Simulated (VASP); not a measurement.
Input:

```xyz
1
Lattice="2.3170 0.0000 0.0000 0.0000 2.3170 0.0000 0.0000 0.0000 2.3170" Properties=species:S:1:pos:R:3 pbc="T T T"
Co     0.0000     0.0000     0.0000
```
Starting moments (μB, in the order of the record's atoms Co): 3.0.

All values below come from PBE GGA, VASP's PBE PAW potentials (set 64) (plane waves; VASP 6.6.1). Settings: 400 eV cut-off, 14×14×14 Γ-centred mesh, first-order Methfessel-Paxton smearing of 0.10 eV, potentials Co.

What does the run give for the cell moment, energy per atom (σ→0), pressure, band gap (on the k-mesh) with the smallest direct gap where there is one?

- band gap (on the k-mesh): none (metal, semimetal or under 0.01 eV)
- cell moment: 1.86 μB
- energy per atom (σ→0): -6.265 eV/atom
- pressure: 3.38 GPa

Give the moment on each site (PAW-sphere projection).

```
site  moment (μB)
----  -----------
Co1          1.86
```

The absolute energy has meaning only against runs of the same code, potentials and settings.

The structure was generated: Co was put into the simple-cubic type (Pm-3m), which need not be its known phase. The cell was not relaxed at this level.
